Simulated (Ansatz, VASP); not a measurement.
## Cross-check of Ba7Al8P36O109 (glassy 62P2O5-14Al2O3-24BaO (mol %)) between VASP and Ansatz

Aim: how closely do two programs agree when they are given the same cell, functional and k mesh? The structure shown is the start of the Ansatz relaxation below; VASP solves that cell, so the two are compared at the walk's first step.

Program: Ansatz 0.2.0. Level of theory: plane waves, with VASP 6.6.1 beside it; single point at PBE. Results are calculated unless marked as measured.

### 1. Set-up

The cell holds 160 atoms: 36 P, 8 Al, 7 Ba and 109 O. Its edges and angles: a = 13.082 Å, b = 13.082 Å, c = 13.082 Å, α = 90.0°, β = 90.0°, γ = 90.0°. As first built, before any earlier steps moved the atoms (in the runner's words): 160 atoms (36 P, 8 Al, 7 Ba, 109 O) placed at random at 2.92 g/cm^3, melted at 4000 K for 10 ps at fixed volume with the Morse and Coulomb pair potential with partial charges (Pedone, Malavasi, Menziani, Cormack and Segre, J. Phys. Chem. B 110, 11780 (2006)). Quenched from 4000 K to 300 K at 1000 K/ps and fixed volume, held 10 ps at zero pressure. The cell carries charge +1.

### 2. Ansatz: relaxation, PBE

Ansatz runs on its PAW soft_1 files.

The two programs are compared at the cell with which this relaxation starts, whose forces are those of its first step.

input.yaml reads:

```yaml
crystal:
  lattice:
    - [13.0819, 0.0, 0.0]
    - [0.0, 13.0819, 0.0]
    - [0.0, 0.0, 13.0819]
  atoms:
    - { symbol: P, position: [0.85085, 0.63659, 0.02805] }
    - { symbol: P, position: [0.33379, 0.22528, 0.09702] }
    - { symbol: P, position: [0.75807, 0.75947, 0.52805] }
    - { symbol: P, position: [0.59822, 0.63122, 0.77887] }
    - { symbol: P, position: [0.66095, 0.40514, 0.15821] }
    - { symbol: P, position: [0.72409, 0.07374, 0.13116] }
    - { symbol: P, position: [0.56232, 0.32062, 0.85892] }
    - { symbol: P, position: [0.61179, 0.89962, 0.22809] }
    - { symbol: P, position: [0.38037, 0.92064, 0.88684] }
    - { symbol: P, position: [0.00698, 0.09569, 0.75438] }
    - { symbol: P, position: [0.25747, 0.95291, 0.58091] }
    - { symbol: P, position: [0.5926, 0.97249, 0.92504] }
    - { symbol: P, position: [0.26647, 0.98636, 0.30457] }
    - { symbol: P, position: [0.43261, 0.59386, 0.26862] }
    - { symbol: P, position: [0.55139, 0.22663, 0.0694] }
    - { symbol: P, position: [0.08413, 0.67908, 0.00304] }
    - { symbol: P, position: [0.00214, 0.9833, 0.54804] }
    - { symbol: P, position: [0.81779, 0.66447, 0.73891] }
    - { symbol: P, position: [0.17209, 0.49865, 0.8737] }
    - { symbol: P, position: [0.20521, 0.72411, 0.52956] }
    - { symbol: P, position: [0.67491, 0.7864, 0.03244] }
    - { symbol: P, position: [0.10071, 0.28435, 0.93681] }
    - { symbol: P, position: [0.96698, 0.28114, 0.63697] }
    - { symbol: P, position: [0.96382, 0.84973, 0.21656] }
    - { symbol: P, position: [0.41968, 0.05562, 0.46] }
    - { symbol: P, position: [0.09677, 0.39386, 0.13222] }
    - { symbol: P, position: [0.83443, 0.44926, 0.64468] }
    - { symbol: P, position: [0.07885, 0.11339, 0.3688] }
    - { symbol: P, position: [0.92296, 0.84923, 0.81269] }
    - { symbol: P, position: [0.24282, 0.68538, 0.16917] }
[... 124 atom lines left out ...]
    - { symbol: O, position: [0.53346, 0.73576, 0.78656] }
    - { symbol: O, position: [0.01403, 0.60122, 0.70968] }
    - { symbol: O, position: [0.04539, 0.88344, 0.52592] }
    - { symbol: O, position: [0.99099, 0.25703, 0.92707] }
    - { symbol: O, position: [0.01722, 0.21457, 0.73031] }
    - { symbol: O, position: [0.42572, 0.57443, 0.39215] }
total_charge: 1
kpoints:
  mp_grid: { grid: [1, 1, 1] }
hamiltonian:
  xc: pbe
  pseudopotentials: { kind: paw, azcp: { folder: soft_1 } }
scf:
  occupations: { method: fermi_dirac, width: 0.01 }
  lower_state_search: "off"
output:
  forces: true
magnetization:
  spin_polarized: true
  initial_magnetization: 1
relax:
  f_tol: 0.05
  max_steps: 90
```

On the command line:

```bash
$ ansatz run input.yaml --threads 8 --pin off --max-ram 15872MiB --backend cpu --events-out ev --progress --plain --runs-dir out
```

Numbers of over 12 decimals in the logs are rounded to 6 here.

The log of the run:

```text
Engine: ansatz 0.2.0, aarch64-unknown-linux-gnu
Pseudopotentials: kind: paw
Pseudopotential: P, paw, valence charge 5, recommended cutoff 420 eV (normal), soft_1/P.paw.azcp
Pseudopotential: Al, paw, valence charge 3, recommended cutoff 420 eV (normal), soft_1/Al.paw.azcp
Pseudopotential: Ba, paw, valence charge 10, recommended cutoff 420 eV (normal), soft_1/Ba.paw.azcp
Pseudopotential: O, paw, valence charge 6, recommended cutoff 420 eV (normal), soft_1/O.paw.azcp
Functional definition: PBE
  parameter kappa = 0.804
  parameter beta = 0.066725
  exchange = pbe_x(kappa = kappa, mu = beta*pi^2/3)
  correlation = pbe_c(beta = beta)
Crystal: 160 atoms, lattice volume = 2238.785 Å³
Basis set: ecut = 420 eV, 43723 PW (Γ), exchange–correlation on 180×180×180 points (8 copies of the dense FFT grid, shifted against one another)
Bands: 624, of which v1, the nominal top of the filled ones, is band 464 counted from 1 (463 counted from 0)
Symmetry: 1 space group operations
Space group: P1 (ITA 1), of the structure as read, at distance tolerance 1.3e-4 Å
Magnetic group: BNS 1.1 (UNI 1), of the structure as read, at distance tolerance 1.3e-4 Å
k-points: 1
Non-local potential: P, projectors of the file, l = 0: 2, l = 1: 2, l = 2: 1
Non-local potential: Al, projectors of the file, l = 0: 2, l = 1: 2, l = 2: 1
Non-local potential: Ba, projectors of the file, l = 0: 3, l = 1: 2, l = 2: 2, l = 3: 2
Non-local potential: O, projectors of the file, l = 0: 2, l = 1: 2, l = 2: 1
PAW form: soft (Blöchl's): semilocal exchange-correlation on the pseudo side does not see the compensation charge
PAW one-centre angular grid: P, 110 points (default); XC on 64 Gauss nodes
PAW one-centre angular grid: Al, 110 points (default); XC on 64 Gauss nodes
PAW one-centre angular grid: Ba, 194 points (default); XC on 64 Gauss nodes
PAW one-centre angular grid: O, 110 points (default); XC on 64 Gauss nodes
Initial density: superposition of atomic densities (chi_scale 0.1, normalization cell, long waves 77 % of neutral atoms scaled as one to the charged cell's electrons (reshape's long-wave potential 1.77 eV rms, cloud 2.81 Å wide))
Starting moments: Σ|m| = 1 μB on 160 of 160 sites
Initial wavefunctions: pseudopotential atomic-orbital guess
Functional: x = pbe(κ = 0.804, μ = 0.219515), c = pbe(β = 0.066725)
SCF iter   1: F=—  HF=-135188.770802 eV  |F-HF|=—  |Δ(HF+E_count)|=         —  Δρ=5.56e-2 (↑5.56e-2 ↓5.53e-2)  dr2=3.07e2  dr2_m=1.85e-1  M=1.000 μB ∫|m|=1.047 μB  β_m=1.00  ethr=3.10e-3  ⟨swp⟩=11.0  Hψ=7670  notcnv=0  defer=278
preconditioner: auto → Kerker (q_TF=auto, 2.355 Å⁻¹)  [metal: Δε(μ)=0.019 eV  Ē_g=14.861 eV  σ=0.010 eV  W_gap=0.44  n_scr=484 (ndim 8)  ℏωp=23.7 eV  f_vac=0.088  D(μ)=41.81/eV (n_scr^D=250)]
spin=Collinear: Kerker preconditioning applied to the charge; magnetization (m = ρ↑ − ρ↓) channel mixes plain (no charge-response kernel on spin).
SCF iter   2: F=—  HF=-135138.763599 eV  |F-HF|=—  |Δ(HF+E_count)|=         —  Δρ=3.15e-2 (↑3.12e-2 ↓3.15e-2)  dr2=1.32e2  dr2_m=1.44e-1  M=0.999 μB ∫|m|=1.094 μB  β_m=0.30  ethr=3.10e-3  ⟨swp⟩=3.0  Hψ=2327  notcnv=0  defer=306
Mixer restart at iter 2: flushing history
preconditioner: auto → Resta (q_TF=auto, 2.355 Å⁻¹)  ε∞=3.6  [insulator: Δε(μ)=0.074 eV  Ē_g=14.676 eV  σ=0.010 eV  W_gap=0.95  n_scr=484 (ndim 8)  ℏωp=23.7 eV  f_vac=0.091  D(μ)=4.85/eV (n_scr^D=6)  ε∞_Penn≈3.6]
spin=Collinear: Resta preconditioning applied to the charge; magnetization (m = ρ↑ − ρ↓) channel mixes plain (no charge-response kernel on spin).
SCF iter   3: F=—  HF=-135114.951438 eV  |F-HF|=—  |Δ(HF+E_count)|=    2.38e1  Δρ=2.12e-2 (↑1.99e-2 ↓2.12e-2)  dr2=5.89e1  dr2_m=2.39e-1  M=0.975 μB ∫|m|=1.105 μB  β_m=0.30  ethr=3.10e-3  ⟨swp⟩=3.0  Hψ=1672  notcnv=0  defer=306
SCF iter   4: F=—  HF=-135101.510881 eV  |F-HF|=—  |Δ(HF+E_count)|=    1.34e1  Δρ=1.63e-2 (↑1.19e-2 ↓1.63e-2)  dr2=1.76e1  dr2_m=4.06e-1  M=1.000 μB ∫|m|=1.148 μB  β_m=0.30  ethr=3.10e-3  ⟨swp⟩=4.0  Hψ=2182  notcnv=0  defer=312
SCF iter   5: F=—  HF=-135099.339852 eV  |F-HF|=—  |Δ(HF+E_count)|=    2.17e0  Δρ=1.02e-2 (↑8.78e-3 ↓1.02e-2)  dr2=8.91e0  dr2_m=1.53e-1  M=0.025 μB ∫|m|=0.285 μB  β_m=0.30  ethr=1.90e-3  ⟨swp⟩=6.0  Hψ=1916  notcnv=0  defer=306
SCF iter   6: F=—  HF=-135098.341519 eV  |F-HF|=—  |Δ(HF+E_count)|=   9.98e-1  Δρ=9.13e-3 (↑6.26e-3 ↓9.13e-3)  dr2=7.30e0  dr2_m=1.38e-1  M=0.353 μB ∫|m|=0.513 μB  β_m=0.30  ethr=9.61e-4  ⟨swp⟩=4.0  Hψ=1707  notcnv=0  defer=306
SCF iter   7: F=—  HF=-135098.054329 eV  |F-HF|=—  |Δ(HF+E_count)|=   2.87e-1  Δρ=5.75e-3 (↑4.84e-3 ↓5.75e-3)  dr2=3.19e0  dr2_m=3.25e-2  M=0.343 μB ∫|m|=0.443 μB  β_m=0.30  ethr=7.87e-4  ⟨swp⟩=3.0  Hψ=2148  notcnv=0  defer=312
SCF iter   8: F=—  HF=-135097.777502 eV  |F-HF|=—  |Δ(HF+E_count)|=   2.77e-1  Δρ=4.88e-3 (↑2.95e-3 ↓4.88e-3)  dr2=1.62e0  dr2_m=4.98e-2  M=0.848 μB ∫|m|=0.904 μB  β_m=0.30  ethr=3.44e-4  ⟨swp⟩=4.0  Hψ=1651  notcnv=0  defer=312
[...]
- { symbol: O, position: [0.067936, 0.348043, 0.232776] }
    - { symbol: O, position: [0.251488, 0.481401, 0.399167] }
    - { symbol: O, position: [0.292648, 0.654365, 0.488912] }
    - { symbol: O, position: [0.552529, 0.016954, 0.019533] }
    - { symbol: O, position: [0.500789, 0.360072, 0.393607] }
    - { symbol: O, position: [0.572880, 0.255046, 0.764819] }
    - { symbol: O, position: [0.289808, 0.611288, 0.091934] }
    - { symbol: O, position: [0.628286, 0.237572, 0.303271] }
    - { symbol: O, position: [0.877928, 0.484482, 0.545869] }
    - { symbol: O, position: [0.354170, 0.335926, 0.060291] }
    - { symbol: O, position: [0.511367, 0.00267446, 0.422022] }
    - { symbol: O, position: [0.284012, 0.220687, 0.200456] }
    - { symbol: O, position: [0.763344, 0.014737, 0.043497] }
    - { symbol: O, position: [0.836678, 0.596812, 0.133945] }
    - { symbol: O, position: [0.049048, 0.808014, 0.302759] }
    - { symbol: O, position: [0.333873, 0.069717, 0.366111] }
    - { symbol: O, position: [0.539221, 0.634877, 0.257417] }
    - { symbol: O, position: [0.951519, 0.880908, 0.920780] }
    - { symbol: O, position: [0.034720, 0.051687, 0.644955] }
    - { symbol: O, position: [0.246273, 0.798234, 0.142979] }
    - { symbol: O, position: [0.443746, 0.521432, 0.013667] }
    - { symbol: O, position: [0.580221, 0.570713, 0.684324] }
    - { symbol: O, position: [0.287288, 0.882571, 0.345926] }
    - { symbol: O, position: [0.889793, 0.720787, 0.812725] }
[...]
- { symbol: O, position: [0.114965, 0.659724, 0.115275] }
    - { symbol: O, position: [0.894407, 0.079457, 0.784933] }
    - { symbol: O, position: [0.532782, 0.736162, 0.785527] }
    - { symbol: O, position: [0.013686, 0.601643, 0.712153] }
    - { symbol: O, position: [0.046036, 0.884859, 0.528819] }
    - { symbol: O, position: [0.991256, 0.257645, 0.928965] }
    - { symbol: O, position: [0.017318, 0.215222, 0.732210] }
    - { symbol: O, position: [0.424407, 0.574125, 0.392301] }
```

### 3. VASP: single point, PBE, start cell

The same cell, functional, mesh and smearing now go to VASP, with its own data sets.

Lines of VASP's logs that name or quote its potential files are left out, and so is its time.

INCAR reads:

```
SYSTEM = Ba7Al8P36O109
PREC = Accurate
ENCUT = 520
EDIFF = 1E-06
NELM = 200
ISMEAR = -1
SIGMA = 0.01
LREAL = Auto
ALGO = Normal
GGA = PE
NELECT = 927
NBANDS = 575
ISPIN = 2
MAGMOM = -0 -0 -0 -0 -0 0 -0 -0 0 -0 -0 0 -0 -0 0 -0 -0 -0 0 -0 -0 -0 -0 -0 0 -0 -0 0 -0 -0 -0 -0 -0 0 -0 -0 -0 -0 -0 -0 -0 -0 -0 -0 -0 -0 -0 -0 -0 0 0 0 0 0.13 0 -0 0 0 0 0.02 0 0 0 0 0 0.01 0 0 0 0 0.02 0 0 0 0 0 0 0 0 0 0 0.06 0 0 -0 0 0.01 0 0 0 0 0 0.05 0 0 0 0 0 0 0 0 0.13 0 0 -0 0 0.06 0 0 -0 0 -0 0 0 0 0 0 0 0 0 0 0 0 0 0 0 0 0 0.05 0 0 0 0 0 0 -0 0 0.01 0 0 0.01 0 0 0 0 -0 0.07 0 0 0.01 0 0 0 0 0 0 0.05 -0 -0 0
LORBIT = 11
LWAVE = .FALSE.
LCHARG = .FALSE.
ISIF = 2
LASPH = .TRUE.
GGA_COMPAT = .FALSE.
```

POSCAR reads:

```
Ba7Al8P36O109
1.0
   13.0819000000      0.0000000000      0.0000000000
    0.0000000000     13.0819000000      0.0000000000
    0.0000000000      0.0000000000     13.0819000000
P Al Ba O
36 8 7 109
Direct
    0.8508473540      0.6365894862      0.0280463847
    0.3337894343      0.2252807314      0.0970195461
    0.7580703109      0.7594691903      0.5280502068
    0.5982234996      0.6312232933      0.7788700418
    0.6609513909      0.4051399262      0.1582109632
    0.7240920661      0.0737431107      0.1311583180
    0.5623189292      0.3206185646      0.8589195759
    0.6117918651      0.8996170281      0.2280937784
    0.3803728816      0.9206384394      0.8868436542
    0.0069791085      0.0956894641      0.7543781867
    0.2574702451      0.9529120388      0.5809095009
    0.5925974056      0.9724887058      0.9250414695
    0.2664674092      0.9863628372      0.3045734947
    0.4326129996      0.5938586903      0.2686230593
    0.5513877954      0.2266337459      0.0694012338
    0.0841315099      0.6790833136      0.0030423715
    0.0021403619      0.9832975332      0.5480396578
    0.8177864072      0.6644676996      0.7389064280
    0.1720927388      0.4986508076      0.8737033611
    0.2052071947      0.7241073544      0.5295637484
    0.6749096079      0.7863995291      0.0324417707
    0.1007116703      0.2843470750      0.9368134598
    0.9669772739      0.2811365322      0.6369716937
    0.9638202402      0.8497313081      0.2165587568
    0.4196790986      0.0556188321      0.4600019875
    0.0967672892      0.3938571614      0.1322208548
    0.8344277207      0.4492619574      0.6446769965
    0.0788494026      0.1133933144      0.3687996392
    0.9229622608      0.8492267943      0.8126877594
    0.2428164105      0.6853820928      0.1691726737
[... 124 atom lines left out ...]
    0.5334622647      0.7357570384      0.7865600563
    0.0140270144      0.6012200063      0.7096828442
    0.0453909600      0.8834420077      0.5259174890
    0.9909875477      0.2570268845      0.9270671691
    0.0172222689      0.2145712779      0.7303067597
    0.4257179767      0.5744272621      0.3921525161
```

KPOINTS reads:

```
Automatic mesh
0
Gamma
1 1 1
0 0 0
```

PAW data sets: P, Al, Ba_sv and O (PBE family, release 64).

On the command line:

```bash
$ export OMP_NUM_THREADS=3
$ mpirun -np 1 vasp_gam
```

The log of the run:

```text
[banner, memory and clock lines left out]
running    1 mpi-ranks, on    1 nodes
[...]
Offloading initialized ...    1 GPUs detected
[...]
LDA part: xc-table for (Slater+PW92), standard interpolation
 POSCAR, INCAR and KPOINTS ok, starting setup
[...]
entering main loop
       N       E                     dE             d eps       ncg     rms          rms(c)
DAV:   1     0.907941946939E+04    0.90794E+04   -0.55686E+05  2332   0.159E+03
DAV:   2    -0.504341746788E+03   -0.95838E+04   -0.92821E+04  2810   0.389E+02
DAV:   3    -0.127898983796E+04   -0.77465E+03   -0.76850E+03  2696   0.117E+02
DAV:   4    -0.130200424800E+04   -0.23014E+02   -0.22914E+02  2960   0.197E+01
DAV:   5    -0.130300351736E+04   -0.99927E+00   -0.99873E+00  3576   0.339E+00BRMIX: very serious problems
 the old and the new charge density differ
 old charge density:   928.00000 new  927.00001
    0.131E+02
DAV:   6    -0.114084723626E+04    0.16216E+03   -0.70952E+02  2616   0.364E+01    0.677E+01
DAV:   7    -0.114282870061E+04   -0.19815E+01   -0.64411E+01  2952   0.113E+01    0.194E+01
DAV:   8    -0.114210567440E+04    0.72303E+00   -0.23285E+01  3144   0.668E+00    0.118E+01
DAV:   9    -0.114172026603E+04    0.38541E+00   -0.10674E+01  3216   0.404E+00    0.838E+00
[...]
DAV:  42    -0.114141890776E+04   -0.29163E-05   -0.21414E-05  2520   0.546E-03    0.345E-02
DAV:  43    -0.114141891188E+04   -0.41257E-05   -0.75707E-06  1936   0.351E-03    0.284E-02
DAV:  44    -0.114141891213E+04   -0.24486E-06   -0.25016E-06  1792   0.206E-03
   1 F= -.11414189E+04 E0= -.11414097E+04  d E =-.184264E-01  mag=     0.9966
```

Parts of OUTCAR (step 3):

```text
 magnetization (x)
# of ion       s       p       d       tot
------------------------------------------
    1       -0.000  -0.000   0.000  -0.000
    2       -0.000  -0.000   0.000  -0.000
    3       -0.000  -0.000   0.000  -0.000
    4       -0.000  -0.000   0.000  -0.000
    5       -0.000  -0.000   0.000  -0.000
    6       -0.000  -0.000   0.000  -0.000
    7       -0.000  -0.000   0.000  -0.001
    8       -0.000  -0.000   0.000  -0.000
    9        0.000   0.000   0.000   0.000
   10       -0.000  -0.000   0.000  -0.000
   11       -0.001  -0.003   0.000  -0.004
   12       -0.000  -0.000   0.000  -0.000
   13       -0.000  -0.000   0.000  -0.000
[...]
--------------------------------------------------
tot          0.004   0.813  -0.001   0.817

[... 1 further part left out ...]
```

Harder data sets than Ba_sv exist (the GW ones), and pressures, volumes and forces can shift noticeably with them.

### 4. Differences

Known differences besides the potentials themselves: VASP starts from the moments at which Ansatz ended; the cutoff is 420 eV in Ansatz and 520 eV in VASP (PREC = Accurate, projectors in real space). Total energies have different zeros and are not compared.

Forces on 10 of the 160 atoms, those with the largest forces and the largest differences (eV/Å; atoms numbered as in POSCAR):

| atom | Ansatz x, y, z | VASP x, y, z |
| --- | --- | --- |
| P11 | 0.632, -0.510, -0.433 | 0.629, -0.559, -0.424 |
| P17 | -0.494, 0.439, 0.073 | -0.516, 0.436, 0.103 |
| P22 | 0.038, -0.095, -0.458 | 0.009, -0.132, -0.530 |
| P26 | 0.663, -0.311, -0.516 | 0.697, -0.309, -0.488 |
| P29 | -0.786, -0.314, 0.412 | -0.779, -0.338, 0.449 |
| Al43 | 0.560, 0.030, -0.151 | 0.564, 0.030, -0.169 |
| O65 | -0.095, 0.046, 0.050 | -0.072, 0.013, -0.143 |
| O82 | -0.470, -0.036, 0.169 | -0.526, -0.087, 0.144 |
| O127 | 0.049, 0.036, -0.012 | 0.036, -0.111, 0.107 |
| O158 | 0.030, 0.011, 0.096 | 0.221, -0.044, 0.076 |

The forces differ by 52 meV/Å r.m.s., which is 36.8 % of the r.m.s. force of 0.141 eV/Å (both taken over all components). VASP's last cycles still show a density residual of 3e-03, so its state may not be settled. Moments aren't recorded for both runs of this pair, so they may hold unlike magnetic states. The cell carries a charge of +1 e against a uniform background, so its pressure also hangs on how the neutralising background is counted, and in a defect's cell a gap may be the spacing between its levels.

### 5. Summary of results

| Property | Result |
| --- | --- |
| r.m.s. force difference (single point, PBE, start cell) | 52 meV/Å |

In words: The r.m.s. force difference is 52 meV/Å (single point, PBE, start cell), beyond the 12 meV/Å picked in this series as the mark of a large difference. What causes the difference of the single point, PBE, start cell pair stays open here. 1 further run of this series is not shown here. Such differences can come from data sets, numerical settings and the points named under the comparisons, not from the functional's error against experiment.

[Lines on the potential files, build, host, timing and source positions are cut from VASP's logs without a mark.]

[Logs are printed without paths, hosts, clocks, repeated set-up lines and the standing remarks that a program may print on its own settings, such as how far it seeks lower states.]

[Hosts, paths, dates, database ids (printed as entryN), source tags and the programs' standing remarks are cut or masked in the printed files.]
